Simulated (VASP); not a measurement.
# Si3P4 (Pm-3m) in VASP: further runs

One crystal, Si3P4, is run at these levels: PBE; tasks: relaxation of cell and atoms.

Everything below comes from runs of VASP 6.6.1. Logs are shortened: lines on timing, memory, paths and dates and some standing lists are left out, and cuts for length are marked.

## Step 1: The crystal as given

Symmetry: Pm-3m, No. 221, cubic system. The conventional cell has a = 4.965 Å, b = 4.965 Å, c = 4.965 Å, α = 90.00°, β = 90.00°, γ = 90.00°. Si (site symmetry 4/mmm) is surrounded by 4 P at 2.48 Å. P (site symmetry 4/mmm) is surrounded by 4 Si at 2.48 Å and 2 P at 2.48 Å. P (site symmetry m-3m) is surrounded by 6 P at 2.48 Å.

The cell was built by a generator and needn't be a form met in nature.

## Step 2: Relaxation of cell and atoms, PBE

The input, INCAR:

```
  ALGO = Fast
  EDIFF = 1E-4
  EDIFFG = -0.08
  ENCUT = 520
  GGA = PE
  IBRION = 2
  ISIF = 3
  ISMEAR = 0
  LASPH = True
  LCHARG = False
  LREAL = False
  LWAVE = False
  NELM = 60
  NSW = 24
  PREC = Normal
  SIGMA = 0.15
```

The input, KPOINTS:

```
k-points
0
Gamma
  3 3 3
```

The input, POSCAR:

```
Si3P4
1.0
    4.9648280500      0.0000000000      0.0000000000
    0.0000000000      4.9648280500      0.0000000000
    0.0000000000      0.0000000000      4.9648280500
Si P
3 4
Direct
    0.5000000000      0.0000000000      0.0000000000
    0.0000000000      0.5000000000      0.0000000000
    0.0000000000      0.0000000000      0.5000000000
    0.0000000000      0.5000000000      0.5000000000
    0.5000000000      0.0000000000      0.5000000000
    0.5000000000      0.5000000000      0.0000000000
    0.5000000000      0.5000000000      0.5000000000
```

Potentials or basis: VASP PAW PBE potentials, release 64 (Si, P).

On the command line:

```
$ cat potpaw_PBE.64/Si/POTCAR potpaw_PBE.64/P/POTCAR > POTCAR
$ mpirun -np 1 vasp_std > vasp.out
```

OUTCAR:

```text
EDIFF = 1E-4
   EDIFFG = -0.08
   ENCUT = 520
   GGA = PE
   IBRION = 2
   ISIF = 3
   ISMEAR = 0
   LASPH = True
   LREAL = False
   NELM = 60
   NSW = 24
   PREC = Normal

 ion  position               nearest neighbor table
   1  0.500  0.000  0.000-   5 2.48   6 2.48   5 2.48   6 2.48
   2  0.000  0.500  0.000-   4 2.48   6 2.48   4 2.48   6 2.48
   3  0.000  0.000  0.500-   4 2.48   5 2.48   4 2.48   5 2.48
   4  0.000  0.500  0.500-   2 2.48   3 2.48   7 2.48   2 2.48   3 2.48   7 2.48
   5  0.500  0.000  0.500-   1 2.48   3 2.48   7 2.48   1 2.48   7 2.48   3 2.48
   6  0.500  0.500  0.000-   1 2.48   2 2.48   7 2.48   7 2.48   1 2.48   2 2.48
   7  0.500  0.500  0.500-   4 2.48   5 2.48   6 2.48   6 2.48   5 2.48   4 2.48

  LATTYP: Found a simple cubic cell.
 ALAT       =     4.9648280500

  Lattice vectors:

 A1 = (   4.9648280500,   0.0000000000,   0.0000000000)
 A2 = (   0.0000000000,   4.9648280500,   0.0000000000)
 A3 = (   0.0000000000,   0.0000000000,   4.9648280500)

Analysis of symmetry for initial positions (statically):
=====================================================================
 Subroutine PRICEL returns:
 Original cell was already a primitive cell.

 Routine SETGRP: Setting up the symmetry group for a
 simple cubic supercell.

 Subroutine GETGRP returns: Found 48 space group operations
 (whereof 48 operations were pure point group operations)
 out of a pool of 48 trial point group operations.

The static configuration has the point symmetry O_h .

Analysis of symmetry for dynamics (positions and initial velocities):
=====================================================================
 Subroutine PRICEL returns:
 Original cell was already a primitive cell.

 Routine SETGRP: Setting up the symmetry group for a
 simple cubic supercell.

 Subroutine GETGRP returns: Found 48 space group operations
 (whereof 48 operations were pure point group operations)
 out of a pool of 48 trial point group operations.

The dynamic configuration has the point symmetry O_h .

 Subroutine INISYM returns: Found 48 space group operations
 (whereof 48 operations are pure point group operations),
 and found     1 'primitive' translations

----------------------------------------------------------------------------------------

                                     Primitive cell

  volume of cell :     122.3806

  direct lattice vectors                    reciprocal lattice vectors
     4.964828050  0.000000000  0.000000000     0.201416845  0.000000000  0.000000000
     0.000000000  4.964828050  0.000000000     0.000000000  0.201416845  0.000000000
     0.000000000  0.000000000  4.964828050     0.000000000  0.000000000  0.201416845

  length of vectors
     4.964828050  4.964828050  4.964828050     0.201416845  0.201416845  0.201416845

  position of ions in fractional coordinates (direct lattice)
     0.500000000  0.000000000  0.000000000
     0.000000000  0.500000000  0.000000000
     0.000000000  0.000000000  0.500000000
     0.000000000  0.500000000  0.500000000
     0.500000000  0.000000000  0.500000000
     0.500000000  0.500000000  0.000000000
     0.500000000  0.500000000  0.500000000

  ion indices of the primitive-cell ions
   primitive index   ion index
                 1           1
                 2           2
                 3           3
                 4           4
                 5           5
                 6           6
                 7           7

----------------------------------------------------------------------------------------

 KPOINTS: k-points

Automatic generation of k-mesh.
 Grid dimensions read from file:
 generate k-points for:    3    3    3

 Generating k-lattice:

  Cartesian coordinates                     Fractional coordinates (reciprocal lattice)
     0.067138948  0.000000000  0.000000000     0.333333333  0.000000000  0.000000000
     0.000000000  0.067138948  0.000000000     0.000000000  0.333333333  0.000000000
     0.000000000  0.000000000  0.067138948     0.000000000  0.000000000  0.333333333

  Length of vectors
     0.067138948  0.067138948  0.067138948

  Shift w.r.t. Gamma in fractional coordinates (k-lattice)
     0.000000000  0.000000000  0.000000000

 Subroutine IBZKPT returns following result:
 ===========================================

 Found      4 irreducible k-points:

 Following reciprocal coordinates:
            Coordinates               Weight
  0.000000  0.000000  0.000000      1.000000
  0.333333  0.000000  0.000000      6.000000
  0.333333  0.333333  0.000000     12.000000
  0.333333  0.333333  0.333333      8.000000
   k-points           NKPTS =      4   k-points in BZ     NKDIM =      4   number of bands    NBANDS=     20
   number of dos      NEDOS =    301   number of ions     NIONS =      7
   total plane-waves  NPLWV =  21952
   dimension x,y,z NGX =    28 NGY =   28 NGZ =   28
   dimension x,y,z NGXF=    56 NGYF=   56 NGZF=   56
   ions per type =               3   4
   NGX,Y,Z   is equivalent  to a cutoff of   9.38,  9.38,  9.38 a.u.
   NGXF,Y,Z  is equivalent  to a cutoff of  18.75, 18.75, 18.75 a.u.
 SYSTEM =  unknown system
   PREC   = normal    normal or accurate (medium, high low for compatibility)
   ISTART =      0    job   : 0-new  1-cont  2-samecut
   ICHARG =      2    charge: 1-file 2-atom 10-const
   ISPIN  =      1    spin polarized calculation?
   LNONCOLLINEAR =      F non collinear calculations
   LSORBIT =      F    spin-orbit coupling
   LASPH  =      T    aspherical Exc in radial PAW
   ENCUT  =  520.0 eV  38.22 Ry    6.18 a.u.   9.23  9.23  9.23*2*pi/ulx,y,z
   NELM   =     60;   NELMIN=  2; NELMDL= -5     # of ELM steps
   EDIFF  = 0.1E-03   stopping-criterion for ELM
   LREAL  =      F    real-space projection
   EDIFFG = -.8E-01   stopping-criterion for IOM
   NSW    =     24    number of steps for IOM
   IBRION =      2    ionic relax: 0-MD 1-quasi-New 2-CG
   NFREE  =      1    steps in history (QN), initial steepest desc. (CG)
   ISIF   =      3    stress and relaxation
   ISYM   =      2    0-nonsym 1-usesym 2-fastsym
   POTIM  = 0.5000    time-step for ionic-motion
   TEBEG  =    0.0;   TEEND  =   0.0 temperature during run
   PSTRESS=    0.0 pullay stress
   NELECT =      32.0000    total number of electrons
   NUPDOWN=      -1.0000    fix difference up-down
   EMIN   =  10.00;   EMAX   =-10.00  energy-range for DOS
   EFERMI =   0.00;   METHOD = LEGACY
   ISMEAR =     0;   SIGMA  =   0.15  broadening in eV -4-tet -1-fermi 0-gaus
   EFERMI_NEDOS =   21; number of points for ismear=-14 and -15
   IALGO  =     68    algorithm
   IMIX   =      4    mixing-type and parameters
     AMIX     =   0.40;   BMIX     =  1.00
     AMIX_MAG =   1.60;   BMIX_MAG =  1.00
  volume/ion in A,a.u.               =      17.48       117.98
  Fermi-wavevector in a.u.,A,eV,Ry     =   1.046857  1.978273 14.910749  1.095909
  Thomas-Fermi vector in A             =   2.181713
   LORBIT       =      0    0 simple, 1 ext, 2 COOP (PROOUT), +10 PAW based schemes
   GGA     = PE    functional components
   LHFCALC =     F    Hartree Fock is set to
   AEXX    =    0.0000 exact exchange contribution
   IVDW    =     0    specifies the selected vdW correction
   LEPSILON=     F    determine dielectric tensor
   LRPA    =     F    only Hartree local field effects (RPA)
 conjugate gradient relaxation of ions
 non-spin polarized calculation
 RMM-DIIS sequential band-by-band and
 Gauss-broadening in eV      SIGMA  =   0.15
  energy-cutoff  :      520.00
  volume of cell :      122.38
 maximum number of plane-waves:      3306
   NGX = 19   NGY = 19   NGZ = 19

--------------------------------------- Ionic step        1  -------------------------------------------

 number of electron      32.0000014 magnetization

 Free energy of the ion-electron system (eV)
  ---------------------------------------------------
  ext. energy  EPLUGINS =         0.00000000
  ---------------------------------------------------
  free energy    TOTEN  =       -34.63603304 eV

  energy without entropy =      -34.57963220  energy(sigma->0) =      -34.60783262

------------------------ aborting loop because EDIFF is reached ----------------------------------------

  FORCE on cell =-STRESS in cart. coord.  units (eV):
  Direction    XX          YY          ZZ          XY          YZ          ZX
  --------------------------------------------------------------------------------------
  -------------------------------------------------------------------------------------
  Total       -3.3439823     -3.3439823     -3.3439823     -0.0000000      0.0000000     -0.0000000
  in kB      -43.7786046    -43.7786046    -43.7786046     -0.0000000      0.0000000     -0.0000000
  external PRESSURE =     -43.7786046 kB  Pullay stress =       0.0000000 kB
[... 67 lines left out ...]
  energy  without entropy=      -34.6899701335  energy(sigma->0) =      -34.71183862

--------------------------------------- Ionic step        3  -------------------------------------------

 number of electron      31.9999993 magnetization

 Free energy of the ion-electron system (eV)
  ---------------------------------------------------
  ext. energy  EPLUGINS =         0.00000000
  ---------------------------------------------------
  free energy    TOTEN  =       -34.73925966 eV

  energy without entropy =      -34.69550166  energy(sigma->0) =      -34.71738066

 E-fermi :   8.2150     XC(G=0): -10.5839

 val. band max:        8.2064058167   @ k =   0.3333   0.3333   0.0000
 cond. band min:       8.8223426028   @ k =   0.3333   0.3333   0.0000
 fundamental gap:      0.6159367862
 Fermi energy:         8.2149700747

 k-point     1 :       0.0000    0.0000    0.0000
  band No.  band energies     occupation
      1      -7.5000      2.00000
      2      -2.9752      2.00000
      3      -2.9752      2.00000
      4      -1.1815      2.00000
      5       0.1862      2.00000
      6       0.1862      2.00000
[... 12 lines left out ...]
     19       9.6694      0.00000
[... 102 lines left out ...]
  FREE ENERGIE OF THE ION-ELECTRON SYSTEM (eV)
  ---------------------------------------------------
  free  energy   TOTEN  =       -34.7392596627 eV

  energy  without entropy=      -34.6955016562  energy(sigma->0) =      -34.71738066

 reached required accuracy - stopping structural energy minimisation
```

It took 9.8 s on 1 thread of AMD EPYC 7R13 (Zen 3), shared host; peak memory 0.12 GiB.

Results:

| Property | Result |
| --- | --- |
| Free energy | -34.7393 eV |
| Relaxed volume | 16.49 Å³/atom |
| Relaxed cell | a = 4.869 Å, b = 4.869 Å, c = 4.869 Å, α = 90.00°, β = 90.00°, γ = 90.00° |
| Space group after relaxing (to 0.05 Å) | Pm-3m (No. 221) |
| Energy gained by relaxing | 14.7 meV/atom |
| Ionic steps | 3 |
| Pressure after relaxing | 0.1 GPa |
| Band gap on the k mesh | none (metal or under the smearing width) |

The path:
| step | energy change (eV) | largest force (eV/Å) | pressure (GPa) | volume (Å³) |
| --- | --- | --- | --- | --- |
| 1 | 0.0000 | 0.0000 | -4.38 | 122.38 |
| 2 | -0.0977 | 0.0000 | 1.14 | 114.11 |
| 3 | -0.1032 | 0.0000 | 0.13 | 115.46 |

Final structure:
```xyz
7
Lattice="4.8694 0.0000 0.0000 0.0000 4.8694 0.0000 0.0000 0.0000 4.8694" Properties=species:S:1:pos:R:3 pbc="T T T"
Si    2.4347    0.0000    0.0000
Si    0.0000    2.4347    0.0000
Si    0.0000    0.0000    2.4347
P     0.0000    2.4347    2.4347
P     2.4347    0.0000    2.4347
P     2.4347    2.4347    0.0000
P     2.4347    2.4347    2.4347
```

Levels at points of the mesh, in eV from the Fermi level:
```csv
k point,band 13,band 14,band 15,band 16,band 17,band 18,band 19,band 20
"(0.00, 0.00, 0.00)",-3.53,-3.53,-3.53,-2.43,1.45,1.45,1.45,2.37
```

Caveat: the k mesh is coarse (spacing up to 0.42 Å⁻¹), so the values aren't converged; the relaxation stopped at a loose force limit of 0.08 eV/Å, so its end isn't a converged minimum.

## Step 3: Relaxation of cell and atoms, PBE

This run uses another cell than the first one, of 21.34 Å³/atom, 1.221 times its volume.

INCAR is that of step 2.

KPOINTS is that of step 2.

The input, POSCAR:

```
Si3P4
1.0
   -3.4545711800      3.4545711800      3.1291681100
    3.4545711800     -3.4545711800      3.1291681100
    3.4545711800      3.4545711800     -3.1291681100
Si P
3 4
Direct
    0.9701868900      0.4701868900      0.5000000000
    0.4701868900      0.9701868900      0.5000000000
    0.1385503200      0.1385503200      0.0000000000
    0.5744073900      0.3661692600      0.7917618700
    0.5744073900      0.7826455200      0.2082381300
    0.3661692600      0.5744073900      0.7917618700
    0.7826455200      0.5744073900      0.2082381300
```

Potentials or basis: VASP PAW PBE potentials, release 64 (Si, P).

On the command line:

```
$ cat potpaw_PBE.64/Si/POTCAR potpaw_PBE.64/P/POTCAR > POTCAR
$ mpirun -np 1 vasp_std > vasp.out
```

It took 62 s on 1 thread of AMD EPYC 7R13 (Zen 3), shared host; peak memory 0.15 GiB.

It converged, with:

- Free energy: -33.3499 eV
- Relaxed volume: 21.54 Å³/atom
- Relaxed cell: a = 6.054 Å, b = 6.054 Å, c = 6.054 Å, α = 99.56°, β = 99.56°, γ = 131.90°
- Space group after relaxing (to 0.05 Å): I4mm (No. 107)
- Energy gained by relaxing: 493.9 meV/atom
- Ionic steps: 12
- Pressure after relaxing: -0.1 GPa
- Largest force after relaxing: 0.077 eV/Å
- Band gap on the k mesh: none (metal or under the smearing width)

Forces on the atoms (eV/Å):
```
Si   0.000  0.000  0.028
Si   0.000  0.000  0.028
Si   0.000  0.000  0.077
P    0.031  0.000 -0.033
P   -0.031  0.000 -0.033
P    0.000  0.031 -0.033
P    0.000 -0.031 -0.033
```

Stress tensor (GPa, compression positive):
```
 0.04  0.00  0.00
 0.00  0.04  0.00
 0.00  0.00 -0.39
```

The path:
```tsv
step	energy change (eV)	largest force (eV/Å)	pressure (GPa)	volume (Å³)
1	0.0000	2.2831	9.10	149.37
2	-1.2647	1.6902	-5.15	176.22
3	-1.3362	1.5762	-2.81	168.69
4	-2.1103	1.7317	-3.38	163.26
5	-3.3439	0.3833	1.69	144.18
6	-3.3771	0.6890	-0.65	148.73
7	-3.3964	0.4439	0.17	146.94
8	-3.3947	0.4436	0.36	146.44
9	-3.4464	0.0745	0.87	147.59
10	-3.4480	0.0212	1.01	147.81
11	-3.4544	0.1392	-0.56	152.53
12	-3.4570	0.0769	-0.10	150.81
```

Final structure:
```xyz
7
Lattice="-3.9093 3.9093 2.4670 3.9093 -3.9093 2.4670 3.9093 3.9093 -2.4670" Properties=species:S:1:pos:R:3 pbc="T T T"
Si    0.0000    3.9093    2.0583
Si    3.9093    0.0000    2.0583
Si    0.0000    0.0000    0.9776
P     2.3080    3.9093    0.4244
P     1.6013    0.0000    2.8914
P     3.9093    2.3080    0.4244
P     0.0000    1.6013    2.8914
```

Levels at points of the mesh, in eV from the Fermi level:
```
           k point  band 12  band 13  band 14  band 15  band 16  band 17  band 18  band 19  band 20
(0.00, 0.00, 0.00)    -3.09    -3.09    -3.06    -2.61    -0.69    -0.69     2.90     2.90     3.37
```

Caveat: the k mesh is coarse (spacing up to 0.45 Å⁻¹), so the values aren't converged; the relaxation stopped at a loose force limit of 0.08 eV/Å, so its end isn't a converged minimum.

## Step 4: Relaxation of cell and atoms, PBE

This run uses another cell than the first one, of 20.84 Å³/atom, 1.192 times its volume.

INCAR is that of step 3.

The input, KPOINTS:

```
k-points
0
Gamma
  3 3 2
```

The input, POSCAR:

```
Si3P4
1.0
    4.7490711500      0.0000000000      0.0000000000
    0.0000000000      4.7490711500      0.0000000000
    0.0000000000      0.0000000000      6.4694711500
Si P
3 4
Direct
    0.0000000000      0.5000000000      0.5000000000
    0.5000000000      0.0000000000      0.5000000000
    0.0000000000      0.0000000000      0.5000000000
    0.7014333500      0.7014333500      0.5000000000
    0.2985666500      0.2985666500      0.5000000000
    0.2985666500      0.7014333500      0.5000000000
    0.7014333500      0.2985666500      0.5000000000
```

On the command line:

```
$ cat potpaw_PBE.64/Si/POTCAR potpaw_PBE.64/P/POTCAR > POTCAR
$ mpirun -np 1 vasp_std > vasp.out
```

Wall time 2.2 min (1 thread of AMD EPYC 7R13 (Zen 3), shared host); peak memory 0.15 GiB.

It converged, with:

```
Free energy                            : -33.2704 eV
Relaxed volume                         : 39.53 Å³/atom
Relaxed cell                           : a = 6.557 Å, b = 6.557 Å, c = 6.436 Å, α = 90.00°, β = 90.00°, γ = 90.00°
Space group after relaxing (to 0.05 Å) : P4/mmm (No. 123)
Energy gained by relaxing              : 5672.3 meV/atom
Ionic steps                            : 19
Pressure after relaxing                : -0.1 GPa
Largest force after relaxing           : 0.075 eV/Å
Band gap on the k mesh                 : 0.27 eV, indirect (least direct gap 0.34 eV)
```

Forces in eV/Å, atoms in the order of the input:
```
Si   0.000  0.000  0.000
Si   0.000  0.000  0.000
Si   0.000  0.000  0.000
P   -0.053 -0.053  0.000
P    0.053  0.053  0.000
P    0.053 -0.053  0.000
P   -0.053  0.053  0.000
```

Step by step:
```
step  energy change (eV)  largest force (eV/Å)  pressure (GPa)  volume (Å³)
   1              0.0000                2.8483          125.23       145.91
   2            -16.4276                0.5225           -3.83       691.88
   3            -20.0497                0.6018           -4.72       601.94
   4            -23.7900                0.6117           -5.67       523.73
   5            -36.5881                0.4633           -4.32       305.71
   6            -35.4438                1.5752           13.28       218.53
   7            -37.4581                0.9533           -1.86       276.53
   8            -37.5819                1.2810            0.58       260.62
   9            -37.5868                1.2225            0.11       263.50
  10            -37.8039                0.9453           -0.46       264.67
  11            -38.3064                1.0422           -1.78       268.16
  12            -39.4465                0.8746           -1.36       275.20
  13            -31.4061               12.0740           14.05       289.50
  14            -39.6056                0.6502           -1.02       276.14
  15            -39.6843                0.3427            0.01       278.71
  16            -39.7035                0.1020           -0.45       277.76
  17            -39.7045                0.0253           -0.31       278.05
  18            -39.6565                0.4371            1.49       269.87
  19            -39.7064                0.0747           -0.05       276.74
```

Final structure:
```cif
data_structure
_symmetry_space_group_name_H-M 'P 1'
_symmetry_Int_Tables_number 1
_cell_length_a 6.5575
_cell_length_b 6.5575
_cell_length_c 6.4358
_cell_angle_alpha 90.000
_cell_angle_beta 90.000
_cell_angle_gamma 90.000
_cell_volume 276.74
loop_
_atom_site_label
_atom_site_type_symbol
_atom_site_fract_x
_atom_site_fract_y
_atom_site_fract_z
_atom_site_occupancy
Si1 Si 0.00000 0.50000 0.50000 1
Si2 Si 0.50000 0.00000 0.50000 1
Si3 Si 0.00000 0.00000 0.50000 1
P1 P 0.75803 0.75803 0.50000 1
P2 P 0.24197 0.24197 0.50000 1
P3 P 0.24197 0.75803 0.50000 1
P4 P 0.75803 0.24197 0.50000 1
```

Levels at points of the mesh, in eV from the valence-band top:
```tsv
k point	band 14	band 15	band 16	band 17	band 18	band 19
(0.00, 0.00, 0.00)	-1.09	-0.25	0.00	0.43	0.78	1.95
(0.00, 0.00, 0.50)	-1.15	-0.34	0.00	0.39	0.69	2.11
```

Caveat: the k mesh is coarse (spacing up to 0.49 Å⁻¹), so the values aren't converged; the volume moved by over 15 % at a fixed basis, so the end points are rough; an odd mesh through Γ misses points on the zone boundary, where band edges often lie; the relaxation stopped at a loose force limit of 0.08 eV/Å, so its end isn't a converged minimum.
